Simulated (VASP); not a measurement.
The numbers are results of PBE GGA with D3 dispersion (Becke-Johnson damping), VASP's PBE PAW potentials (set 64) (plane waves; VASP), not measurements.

A VASP calculation is set up with these files.

### INCAR
```
! general
SYSTEM   =  SnTe
PREC     =  Accurate
ENCUT    =  400
LREAL    =  .False.   ! projection in real space or not
LASPH    =  .True.   ! aspherical one-centre terms

! electronic loop
EDIFF    =  1E-6
NELM     =  100
ALGO     =  Normal   ! blocked Davidson
LMAXMIX  =  4   ! l cut-off of mixed one-centre charges

! smearing
ISMEAR   =  0   ! Gaussian
SIGMA    =  0.05   ! width (eV)

! functional
GGA      =  PE
IVDW     =  12

! ions
IBRION   =  2   ! conjugate gradients
NSW      =  60   ! most ionic steps
ISIF     =  3
EDIFFG   =  -0.01

! output
LWAVE    =  .False.
LCHARG   =  .False.
```

**POSCAR**
```
SnTe
1
    0.0000000000     3.1600000000     3.1600000000
    3.1600000000     0.0000000000     3.1600000000
    3.1600000000     3.1600000000     0.0000000000
Te Sn
1 1
Direct
  0.5000000000   0.5000000000   0.5000000000
  0.0000000000   0.0000000000   0.0000000000
```

File KPOINTS:
```
kpoints
0
G
7 7 7
```

POTCAR, in this order: Te Sn_d (PBE.64 set). Program: vasp_std.

Task: What will the output report for the number of irreducible k-points (NKPTS), number of bands (NBANDS), largest plane-wave count, number of space-group operations, FFT grid (NGX, NGY, NGZ)?

Result: 
```
Property                                       Value
--------------------------------------  ------------
number of irreducible k-points (NKPTS)            20
number of bands (NBANDS)                          14
largest plane-wave count                        1161
number of space-group operations                  48
FFT grid (NGX, NGY, NGZ)                30 × 30 × 30
```

The structure comes from a measured SnTe entry (Fm-3m) of the Crystallography Open Database, whose conditions weren't checked. This run relaxes it. Symmetry was kept, so distortions that lower it aren't found.
